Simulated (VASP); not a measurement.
# Si2W: structure and properties in VASP, part 3 of 5

What structure does Si2W take at this level, and what are its properties? The start is a cell from a database of measured crystal structures.

VASP 6.6.1, plane waves and PAW; the level of theory is named at each step.

So far. Step 4 (Density, ELF and potential (PBE + D3(BJ))): In this run the pressure is 0.00 GPa, small enough to go on. Step 5 (Band structure (PBE + D3(BJ))): There is no gap at this level.

## (6) Density of states (PBE + D3(BJ))

Level of this step: PBE with D3(BJ); plane waves and PAW (Si, W) (VASP).

A density of states needs more k-points than a total energy; ISMEAR = -5 takes tetrahedra, and LORBIT projects the states on the PAW spheres. The mesh is finer than in the run before.

The input, INCAR:

```
SYSTEM = Si2W
PREC = Accurate
ENCUT = 400
EDIFF = 1E-06
NELM = 100
ISMEAR = -5
SIGMA = 0.05
LREAL = .FALSE.
ALGO = Normal
GGA = PE
IVDW = 12
NBANDS = 20
LASPH = .TRUE.
LORBIT = 11
LWAVE = .FALSE.
LCHARG = .FALSE.
KPAR = 2
NEDOS = 2001
```

The input, POSCAR:

```
Si2W
1.0
   -1.5957015018      1.5957015018      3.8947253072
    1.5957015018     -1.5957015018      3.8947253072
    1.5957015018      1.5957015018     -3.8947253072
Si W
2 1
Direct
    0.3343069257      0.3343069257      0.0000000000
    0.6656930743      0.6656930743      0.0000000000
    0.0000000000      0.0000000000      0.0000000000
```

The input, KPOINTS:

```
Automatic mesh
0
Gamma
14 14 14
0 0 0
```

Potentials, in the order of the species: Si and W (PBE family, release 64).

Run with:

```sh
$ mpirun -np 2 vasp_std
```

The log of the run:

```text
[... set-up lines as in an earlier step ...]
 entering main loop
       N       E                     dE             d eps       ncg     rms          rms(c)
DAV:   1     0.178669571902E+02    0.17867E+02   -0.47171E+03  9824   0.487E+02
DAV:   2    -0.242060720898E+02   -0.42073E+02   -0.38598E+02 11896   0.123E+02
DAV:   3    -0.257339157662E+02   -0.15278E+01   -0.15063E+01 12360   0.183E+01
DAV:   4    -0.257421564982E+02   -0.82407E-02   -0.82386E-02 11580   0.174E+00
DAV:   5    -0.257422174865E+02   -0.60988E-04   -0.61025E-04 12248   0.142E-01    0.268E+01
DAV:   6    -0.249929632276E+02    0.74925E+00   -0.10054E+00 13984   0.600E+00    0.111E+01
DAV:   7    -0.248853261059E+02    0.10764E+00   -0.16167E-01 10704   0.206E+00    0.565E+00
DAV:   8    -0.248637321207E+02    0.21594E-01   -0.30022E-02 11456   0.931E-01    0.634E-01
DAV:   9    -0.248633807265E+02    0.35139E-03   -0.14227E-03 10904   0.206E-01    0.364E-01
DAV:  10    -0.248633730943E+02    0.76323E-05   -0.20442E-04 11816   0.667E-02    0.921E-02
DAV:  11    -0.248633477503E+02    0.25344E-04   -0.40606E-05 11088   0.325E-02    0.268E-02
DAV:  12    -0.248633501357E+02   -0.23855E-05   -0.16339E-06 10792   0.707E-03    0.880E-03
DAV:  13    -0.248633494850E+02    0.65071E-06   -0.16344E-07  5948   0.277E-03
   1 F= -.26614572E+02 E0= -.26614572E+02  d E =0.000000E+00
 -----------------------------------------------------------------------------
|                                                                             |
|           W    W    AA    RRRRR   N    N  II  N    N   GGGG   !!!           |
|           W    W   A  A   R    R  NN   N  II  NN   N  G    G  !!!           |
|           W    W  A    A  R    R  N N  N  II  N N  N  G       !!!           |
|           W WW W  AAAAAA  RRRRR   N  N N  II  N  N N  G  GGG   !            |
|           WW  WW  A    A  R   R   N   NN  II  N   NN  G    G                |
|           W    W  A    A  R    R  N    N  II  N    N   GGGG   !!!           |
|                                                                             |
|     Tetrahedron method does not include variations of the Fermi             |
|     occupations, so forces and stress will be inaccurate. We suggest        |
|     using a different smearing scheme ISMEAR = 1 or 2 for metals in         |
|     relaxations.                                                            |
|                                                                             |
 -----------------------------------------------------------------------------
```

Elapsed: 73 s, on 2 MPI ranks of Intel Xeon Platinum 8488C (Sapphire Rapids), shared host; peak memory 0.55 GiB; 2.3 min of CPU time.

OUTCAR, selected parts (step 6):

```text
   k-points           NKPTS =    244   k-points in BZ     NKDIM =    244   number of bands    NBANDS=     20

   NELECT =      14.0000    total number of electrons

 E-fermi :  10.7929

 k-point     1 :       0.0000    0.0000    0.0000
  band No.  band energies     occupation
    ...
      2       3.8228      2.00000
      3       7.0438      2.00000
      4       7.3811      2.00000
      5       7.8949      2.00000
      6       7.8949      2.00000
      7      11.4251     -0.17805
      8      13.6760      0.00000
      9      13.6899      0.00000
     10      13.9903      0.00000
     11      13.9903      0.00000
    ...

 Edisp (eV)   -1.75122

  Total      -0.01500    -0.01500     0.02218     0.00000    -0.00000     0.00000
  in kB      -0.60574    -0.60574     0.89595     0.00000    -0.00000     0.00000
  external pressure =       -0.11 kB  Pullay stress =        0.00 kB

 POSITION                                       TOTAL-FORCE (eV/Angst)
 -----------------------------------------------------------------------------------
      0.00000      0.00000      2.60407         0.000000      0.000000     -0.016166
      0.00000      0.00000      5.18538        -0.000000     -0.000000      0.016166
      0.00000      0.00000      0.00000        -0.000000     -0.000000      0.000000
 -----------------------------------------------------------------------------------
    total drift:                                0.000000      0.000000      0.000000

  FREE ENERGIE OF THE ION-ELECTRON SYSTEM (eV)
  ---------------------------------------------------
  free  energy   TOTEN  =       -26.6145715990 eV

  energy  without entropy=      -26.6145715990  energy(sigma->0) =      -26.61457160

[... 6 parts as in an earlier step ...]

[... 10 further parts left out ...]
```

With tetrahedra the forces and stress of a metal are not exact derivatives of the energy.

Numbers from this step:

```
SCF cycles             : 13
irreducible k-points   : 244
Fermi energy           : 10.79 eV
pressure               : -0.01052 GPa
DOS at the Fermi level : 0.2135 states/eV/cell
```

The density of states has structure finer than the step of the table below, so its rows give means over 0.5 eV, whole bins alone (the curve runs from -12.0 to 5.77 eV). Peaks (eV: height): total -4.32: 1.68, -2.48: 4.84, 2.75: 2.85, 4.51: 2.96; W d -2.55: 2.16, 2.75: 1.41, 3.19: 1.08, 4.51: 0.997; Si p -6.60: 0.302, -2.48: 0.740, 2.75: 0.270, 4.59: 0.405; Si s -9.62: 0.371, -4.39: 0.114, 2.60: 0.249, 4.51: 0.189; W p -2.41: 0.447.

States under -12.0 eV and over 5.8 eV are left out. Table of density of states by energy, zero at the Fermi level; means over each step; values in states/eV/cell:

| energy (eV) | total | W d | Si p | Si s | W p | W s |
| --- | --- | --- | --- | --- | --- | --- |
| -11.5 | 0.492 | 0.0164 | 0.0224 | 0.162 | 0.0270 | 0.0416 |
| -11.0 | 0.537 | 0.0277 | 0.0288 | 0.172 | 0.0295 | 0.0404 |
| -10.5 | 0.705 | 0.0510 | 0.0429 | 0.218 | 0.0379 | 0.0501 |
| -10.0 | 0.740 | 0.0829 | 0.0437 | 0.232 | 0.0394 | 0.0402 |
| -9.5 | 0.949 | 0.130 | 0.0593 | 0.294 | 0.0521 | 0.0396 |
| -9.0 | 0.844 | 0.115 | 0.0673 | 0.241 | 0.0474 | 0.0311 |
| -8.5 | 0.714 | 0.123 | 0.0679 | 0.185 | 0.0294 | 0.0203 |
| -8.0 | 0.603 | 0.120 | 0.0676 | 0.138 | 0.0194 | 0.0165 |
| -7.5 | 0.623 | 0.126 | 0.0924 | 0.0973 | 0.0168 | 0.0419 |
| -7.0 | 0.654 | 0.129 | 0.119 | 0.0598 | 0.0208 | 0.0651 |
| -6.5 | 1.26 | 0.252 | 0.282 | 0.0432 | 0.0534 | 0.0903 |
| -6.0 | 1.05 | 0.212 | 0.231 | 0.0320 | 0.0531 | 0.0746 |
| -5.5 | 0.831 | 0.191 | 0.162 | 0.0569 | 0.0372 | 0.0416 |
| -5.0 | 0.822 | 0.203 | 0.136 | 0.0740 | 0.0373 | 0.0488 |
| -4.5 | 1.44 | 0.449 | 0.205 | 0.102 | 0.0617 | 0.104 |
| -4.0 | 1.25 | 0.465 | 0.171 | 0.0714 | 0.0523 | 0.0645 |
| -3.5 | 1.67 | 0.666 | 0.229 | 0.0870 | 0.0853 | 0.0577 |
| -3.0 | 2.86 | 1.35 | 0.399 | 0.0744 | 0.153 | 0.0382 |
| -2.5 | 4.23 | 1.90 | 0.640 | 0.0586 | 0.338 | 0.0255 |
| -2.0 | 1.60 | 0.736 | 0.245 | 0.0277 | 0.106 | 0.00414 |
| -1.5 | 0.972 | 0.549 | 0.123 | 0.0181 | 0.0232 | 0.00119 |
| -1.0 | 0.797 | 0.522 | 0.0694 | 0.00996 | 0.00973 | 7.5e-4 |
| -0.5 | 0.720 | 0.532 | 0.0430 | 0.00268 | 0.00625 | 4.1e-4 |
| 0.0 | 0.230 | 0.140 | 0.0289 | 0.00131 | 0.00586 | 2.7e-4 |
| 0.5 | 0.513 | 0.233 | 0.0673 | 0.0493 | 0.00941 | 0.00266 |
| 1.0 | 0.794 | 0.356 | 0.107 | 0.0632 | 0.0169 | 0.00405 |
| 1.5 | 1.23 | 0.543 | 0.152 | 0.0954 | 0.0321 | 0.0238 |
| 2.0 | 1.79 | 0.805 | 0.187 | 0.131 | 0.0481 | 0.0543 |
| 2.5 | 2.56 | 1.20 | 0.250 | 0.224 | 0.0679 | 0.0758 |
| 3.0 | 2.04 | 0.926 | 0.201 | 0.141 | 0.0519 | 0.115 |
| 3.5 | 1.68 | 0.633 | 0.166 | 0.0953 | 0.0443 | 0.129 |
| 4.0 | 1.71 | 0.619 | 0.197 | 0.0929 | 0.0478 | 0.0836 |
| 4.5 | 2.47 | 0.838 | 0.329 | 0.144 | 0.0734 | 0.124 |
| 5.0 | 1.42 | 0.388 | 0.238 | 0.0673 | 0.0726 | 0.0567 |
| 5.5 | 1.56 | 0.417 | 0.250 | 0.0820 | 0.0994 | 0.0511 |

The finer mesh and the other smearing move the Fermi level by -0.00 eV from the 10×10×10 run, a small shift, which tests the Fermi level alone. Of the states within 0.3 eV of the Fermi level, the largest shares in the PAW spheres are W d 62 % and Si p 12 %. The rest lies in smaller channels or between the spheres.

## (7) Band structure (PBE + D3(BJ) + SOC)

This step: PBE with D3(BJ), spin-orbit coupling; plane waves and PAW (Si, W) (VASP 6.6.1).

The mesh alone shows little of the dispersion and can miss band extrema, so KPOINTS_OPT adds a path through the symmetry points after the self-consistent cycle. Spin-orbit coupling needs spinors and the noncollinear program, where each band holds one electron.

The input, INCAR:

```
SYSTEM = Si2W
PREC = Accurate
ENCUT = 400
EDIFF = 1E-06
NELM = 100
ISMEAR = 0
SIGMA = 0.05
LREAL = .FALSE.
ALGO = Normal
GGA = PE
IVDW = 12
LNONCOLLINEAR = .TRUE.
MAGMOM = 0 0 0 0 0 0 0 0 0
NBANDS = 26
GGA_COMPAT = .FALSE.
LASPH = .TRUE.
LSORBIT = .TRUE.
LMAXMIX = 4
LORBIT = 11
LWAVE = .FALSE.
LCHARG = .FALSE.
KPAR = 2
```

POSCAR is that of step 6.

The input, KPOINTS:

```
Automatic mesh
0
Gamma
8 8 8
0 0 0
```

The input, KPOINTS_OPT:

```
Line mode
16
Line-mode
Reciprocal
  0.00000000   0.00000000   0.00000000 GAMMA
  0.00000000   0.00000000   0.50000000 X

  0.00000000   0.00000000   0.50000000 X
 -0.08393047   0.08393047   0.50000000 Y

 -0.08393047   0.08393047   0.50000000 Y
 -0.29196523   0.29196523   0.29196523 S

 -0.29196523   0.29196523   0.29196523 S
  0.00000000   0.00000000   0.00000000 GAMMA

  0.00000000   0.00000000   0.00000000 GAMMA
  0.50000000   0.50000000  -0.50000000 Z

  0.50000000   0.50000000  -0.50000000 Z
  0.29196523   0.70803477  -0.29196523 S1

  0.29196523   0.70803477  -0.29196523 S1
  0.00000000   0.50000000   0.00000000 N

  0.00000000   0.50000000   0.00000000 N
  0.25000000   0.25000000   0.25000000 P

  0.25000000   0.25000000   0.25000000 P
  0.50000000   0.50000000  -0.08393047 Y1

  0.50000000   0.50000000  -0.08393047 Y1
  0.50000000   0.50000000  -0.50000000 Z

  0.00000000   0.00000000   0.50000000 X
  0.25000000   0.25000000   0.25000000 P
```

Run with:

```sh
$ mpirun -np 2 vasp_ncl
```

The log of the run:

```text
[... set-up lines as in an earlier step ...]
 entering main loop
       N       E                     dE             d eps       ncg     rms          rms(c)
DAV:   1     0.240491896557E+02    0.24049E+02   -0.49947E+03  3140   0.764E+02
DAV:   2    -0.234792917334E+02   -0.47528E+02   -0.44220E+02  3822   0.180E+02
DAV:   3    -0.258504887018E+02   -0.23712E+01   -0.23039E+01  4142   0.342E+01
DAV:   4    -0.258877262505E+02   -0.37238E-01   -0.37108E-01  3920   0.464E+00
DAV:   5    -0.258883340516E+02   -0.60780E-03   -0.60729E-03  4018   0.514E-01    0.269E+01
DAV:   6    -0.251592916656E+02    0.72904E+00   -0.18407E+00  4288   0.914E+00    0.111E+01
DAV:   7    -0.250532167588E+02    0.10607E+00   -0.20728E-01  3466   0.336E+00    0.605E+00
DAV:   8    -0.250307351830E+02    0.22482E-01   -0.28050E-02  3858   0.117E+00    0.135E+00
DAV:   9    -0.250302454060E+02    0.48978E-03   -0.18137E-03  4126   0.320E-01    0.366E-01
DAV:  10    -0.250301009182E+02    0.14449E-03   -0.53474E-04  3642   0.159E-01    0.185E-01
DAV:  11    -0.250301161873E+02   -0.15269E-04   -0.99508E-05  3570   0.691E-02    0.366E-02
DAV:  12    -0.250301087837E+02    0.74035E-05   -0.82094E-06  3522   0.208E-02    0.120E-02
DAV:  13    -0.250301088544E+02   -0.70640E-07   -0.99514E-07  2546   0.649E-03
   1 F= -.26781331E+02 E0= -.26781155E+02  d E =-.351105E-03  mag=    -0.0000     0.0000     0.0000
 Start KPOINTS_OPT (optional k-point list driver)
k-point batch [1-59\176]
       N       E                     dE             ncg
DAV:   1     0.741963348264E+04   -0.15460E+05     3100
DAV:   2     0.463297325038E+04   -0.27867E+04     3802
DAV:   3     0.449833239656E+04   -0.13464E+03     4042
DAV:   4     0.449639426925E+04   -0.19381E+01     3818
DAV:   5     0.449636298276E+04   -0.31286E-01     4170
DAV:   6     0.449636256656E+04   -0.41620E-03     3886
DAV:   7     0.449636255756E+04   -0.90013E-05     3814
DAV:   8     0.449636255740E+04   -0.16222E-06     2886
[...]
k-point batch [119-176\176]
       N       E                     dE             ncg
DAV:   1     0.757788965813E+04   -0.21012E+05     3080
DAV:   2     0.499178639167E+04   -0.25861E+04     3700
DAV:   3     0.487584188469E+04   -0.11594E+03     4080
DAV:   4     0.487428777896E+04   -0.15541E+01     3652
DAV:   5     0.487426166735E+04   -0.26112E-01     3760
DAV:   6     0.487426104762E+04   -0.61972E-03     3730
DAV:   7     0.487426103633E+04   -0.11289E-04     3372
DAV:   8     0.487426103582E+04   -0.51187E-06     2698
```

It took 2.8 min on 2 MPI ranks; peak memory 0.66 GiB; 5.5 min of CPU time.

From OUTCAR (step 7):

```text
   k-points           NKPTS =     59   k-points in BZ     NKDIM =     59   number of bands    NBANDS=     26

   NELECT =      14.0000    total number of electrons

 E-fermi :  10.7385

 k-point     1 :       0.0000    0.0000    0.0000
  band No.  band energies     occupation
    ...
      8       7.3542      1.00000
      9       7.8221      1.00000
     10       7.8221      1.00000
     11       7.9811      1.00000
     12       7.9811      1.00000
     13      11.4492      0.00000
     14      11.4492      0.00000
     15      13.4048      0.00000
     16      13.4048      0.00000
     17      13.6852      0.00000
    ...

 Edisp (eV)   -1.75122

  Total      -0.00352    -0.00352    -0.06452     0.00000    -0.00000     0.00000
  in kB      -0.14209    -0.14209    -2.60604     0.00000    -0.00000     0.00000
  external pressure =       -0.96 kB  Pullay stress =        0.00 kB

 POSITION                                       TOTAL-FORCE (eV/Angst)
 -----------------------------------------------------------------------------------
      0.00000      0.00000      2.60407         0.000000      0.000000      0.000832
      0.00000      0.00000      5.18538        -0.000000     -0.000000     -0.000832
      0.00000      0.00000      0.00000        -0.000000     -0.000000      0.000000
 -----------------------------------------------------------------------------------
    total drift:                                0.000000     -0.000000      0.000000

  FREE ENERGIE OF THE ION-ELECTRON SYSTEM (eV)
  ---------------------------------------------------
  free  energy   TOTEN  =       -26.7813309683 eV

  energy  without entropy=      -26.7809798632  energy(sigma->0) =      -26.78115542

 Spin-Orbit-Coupling matrix elements
 Ion:    1  E_soc:     -0.0011143
 Ion:    2  E_soc:     -0.0011143
 Ion:    3  E_soc:     -0.3341370

 magnetization (x)
# of ion       s       p       d       tot
------------------------------------------
    1        0.000  -0.000   0.000  -0.000
    2        0.000  -0.000   0.000  -0.000
    3        0.000   0.000   0.000   0.000
--------------------------------------------------
tot          0.000  -0.000   0.000  -0.000

 magnetization (y)
# of ion       s       p       d       tot
------------------------------------------
    1        0.000   0.000   0.000   0.000
    2        0.000   0.000   0.000   0.000
    3        0.000   0.000   0.000   0.000
--------------------------------------------------
tot          0.000   0.000   0.000   0.000

 magnetization (z)
# of ion       s       p       d       tot
------------------------------------------
    1        0.000   0.000   0.000   0.000
    2        0.000   0.000   0.000   0.000
    3        0.000   0.000   0.000   0.000
--------------------------------------------------
tot          0.000   0.000   0.000   0.000

[... 6 parts as in an earlier step ...]

[... 10 further parts left out ...]
```

Numbers from this step:

```
bands                   : 26
irreducible k-points    : 59
free energy (TOTEN)     : -26.78 eV
energy at zero smearing : -26.78 eV
Fermi energy            : 10.74 eV
pressure                : -0.09634 GPa
```

On-site spin-orbit energy by atom:

| atom | on-site spin-orbit energy (eV) |
| --- | --- |
| Si1 | -0.001 |
| Si2 | -0.001 |
| W3 | -0.334 |

Electronic bands along the path, in eV, zero at the Fermi level; # counts the bands kept, so #1 is VASP's band 3:

```
          point     #7     #8     #9    #10    #11    #12    #13    #14
              Γ  -2.92  -2.92  -2.76  -2.76   0.71   0.71   2.67   2.67
0.47 of the way  -3.15  -3.15  -2.84  -2.84  -1.87  -1.87   3.12   3.12
              X  -5.04  -5.04  -3.29  -3.29  -1.75  -1.75   2.91   2.91
0.53 of the way  -4.93  -4.93  -3.25  -3.25  -1.95  -1.95   2.49   2.49
              Y  -4.08  -4.08  -3.15  -3.15  -2.30  -2.30   2.01   2.01
0.47 of the way  -2.99  -2.99  -2.76  -2.76  -1.62  -1.62   1.48   1.48
              S  -2.69  -2.69  -2.48  -2.48  -0.28  -0.28   1.86   1.86
0.53 of the way  -2.62  -2.62  -2.09  -2.09  -1.68  -1.68   1.58   1.58
              Γ  -2.92  -2.92  -2.76  -2.76   0.71   0.71   2.67   2.67
0.47 of the way  -2.38  -2.38  -2.25  -2.25   0.78   0.78   1.58   1.58
              Z  -0.92  -0.92  -0.66  -0.66  -0.56  -0.56  -0.35  -0.35
0.47 of the way  -1.70  -1.70  -1.35  -1.35  -0.27  -0.27   0.08   0.08
             S1  -2.69  -2.69  -2.48  -2.48  -0.28  -0.28   1.86   1.86
0.47 of the way  -2.80  -2.80  -2.68  -2.68  -0.37  -0.37   2.48   2.48
              N  -2.86  -2.86  -2.73  -2.73  -0.39  -0.39   2.83   2.83
0.47 of the way  -3.32  -3.32  -2.27  -2.27  -1.86  -1.86   0.50   0.50
              P  -3.10  -3.10  -2.53  -2.53  -2.29  -2.29   0.20   0.20
0.47 of the way  -3.76  -3.76  -2.96  -2.96  -2.10  -2.10   1.16   1.16
             Y1  -4.08  -4.08  -3.15  -3.15  -2.30  -2.30   2.01   2.01
0.53 of the way  -1.82  -1.82  -1.62  -1.62  -0.63  -0.63   0.03   0.03
              Z  -0.92  -0.92  -0.66  -0.66  -0.56  -0.56  -0.35  -0.35
      jump to X  -5.04  -5.04  -3.29  -3.29  -1.75  -1.75   2.91   2.91
0.47 of the way  -4.00  -4.00  -3.05  -3.05  -1.91  -1.91   1.43   1.43
              P  -3.10  -3.10  -2.53  -2.53  -2.29  -2.29   0.20   0.20
```

Of the projections kept (Si, W), the largest for each band there; the rest of the weight can lie on other orbitals:

| point | #7 | #8 | #9 | #10 | #11 | #12 | #13 | #14 |
| --- | --- | --- | --- | --- | --- | --- | --- | --- |
| Γ | W 0.68 | W 0.68 | W 0.69 | W 0.69 | W 1.00 | W 1.00 | Si 0.66 | Si 0.66 |
| X | W 0.66 | W 0.66 | W 0.86 | W 0.86 | W 0.64 | W 0.64 | Si 0.72 | Si 0.72 |
| Y | Si 0.66 | Si 0.66 | W 0.86 | W 0.86 | W 0.73 | W 0.73 | W 0.60 | W 0.60 |
| S | W 0.79 | W 0.79 | W 0.74 | W 0.74 | W 0.99 | W 0.99 | W 0.91 | W 0.91 |
| Γ | W 0.68 | W 0.68 | W 0.69 | W 0.69 | W 1.00 | W 1.00 | Si 0.66 | Si 0.66 |
| Z | Si 0.78 | Si 0.78 | Si 0.81 | Si 0.81 | W 0.93 | W 0.93 | W 0.93 | W 0.93 |

There is no gap at this level.

Of the bands kept, 4 cross the Fermi level on this path (spinor bands, one electron each).

[end of part 3 of 5]

[Lines on the potential files, build, host, timing and source positions are cut from VASP's logs without a mark.]

[Logs are printed without paths, hosts, clocks, repeated set-up lines and the standing remarks that a program may print on its own settings, such as how far it seeks lower states.]

[Hosts, paths, dates, database ids (printed as entryN), source tags and the programs' standing remarks are cut or masked in the printed files.]

[A measured line is paired with the nearest computed mode of its activity, which favours agreement.]
